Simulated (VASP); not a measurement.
```yaml
crystal:
  lattice:
    - [0.00000, 3.94460, 3.94460]
    - [3.94460, 0.00000, 3.94460]
    - [3.94460, 3.94460, 0.00000]
  atoms:
    - { symbol: Si, position: [0.14047, 0.11393, 0.12311] }
    - { symbol: Si, position: [0.61920, 0.11690, 0.12601] }
    - { symbol: Si, position: [0.12622, 0.62456, 0.12501] }
    - { symbol: Si, position: [0.11715, 0.12759, 0.63209] }
    - { symbol: Si, position: [0.75152, 0.75037, 0.75179] }
    - { symbol: Si, position: [0.50032, 0.50956, 0.49088] }
    - { symbol: N, position: [0.36619, 0.34839, 0.36935] }
    - { symbol: N, position: [0.92009, 0.36229, 0.35647] }
    - { symbol: N, position: [0.36497, 0.91379, 0.35750] }
    - { symbol: N, position: [0.37391, 0.38069, 0.88926] }
    - { symbol: N, position: [0.87626, 0.89325, 0.90336] }
    - { symbol: N, position: [0.31558, 0.89800, 0.88656] }
    - { symbol: N, position: [0.89456, 0.31460, 0.89079] }
    - { symbol: N, position: [0.88355, 0.89609, 0.34781] }
```

These are PBEsol GGA, VASP's PBE PAW potentials (set 64) (plane waves; VASP) values and carry that method's errors. Run with LREAL = Auto, 400 eV cut-off, 6×6×6 Γ-centred mesh, Fermi-Dirac smearing of 0.10 eV, potentials Si N.

At this cut-off the stress carries a Pulay error, which pulls relaxed volumes low.

**Question.** Which forces act on the atoms, in eV/Å?

**Answer.** 
```json
[
 {"atom": "Si1", "Fx": "1.387", "Fy": "-1.912", "Fz": "-0.358"},
 {"atom": "Si2", "Fx": "1.469", "Fy": "0.758", "Fz": "1.833"},
 {"atom": "Si3", "Fx": "0.267", "Fy": "0.357", "Fz": "-0.410"},
 {"atom": "Si4", "Fx": "-0.768", "Fy": "-1.017", "Fz": "0.490"},
 {"atom": "Si5", "Fx": "-0.326", "Fy": "-0.104", "Fz": "-0.443"},
 {"atom": "Si6", "Fx": "-1.013", "Fy": "0.687", "Fz": "-0.438"},
 {"atom": "N7", "Fx": "1.789", "Fy": "0.300", "Fz": "2.407"},
 {"atom": "N8", "Fx": "1.458", "Fy": "-1.592", "Fz": "-1.388"},
 {"atom": "N9", "Fx": "-1.399", "Fy": "1.461", "Fz": "-1.961"},
 {"atom": "N10", "Fx": "-0.918", "Fy": "-0.734", "Fz": "-0.434"},
 {"atom": "N11", "Fx": "-3.818", "Fy": "-2.053", "Fz": "-2.142"},
 {"atom": "N12", "Fx": "-2.719", "Fy": "4.251", "Fz": "2.276"},
 {"atom": "N13", "Fx": "4.186", "Fy": "-2.209", "Fz": "2.693"},
 {"atom": "N14", "Fx": "0.405", "Fy": "1.808", "Fz": "-2.125"}
]
```

**Question.** Give the stress tensor in GPa (positive for a compressed cell).

**Answer.** 
```
 -9.74   -1.76    0.35
 -1.76  -12.33    0.99
  0.35    0.99  -12.31
```
The pressure is its mean diagonal, -11.46 GPa.

The structure was generated: Si3N4 was put into an ordered model structure, which need not be its known phase. The cell was not relaxed at this level, atoms are displaced from their ideal sites.
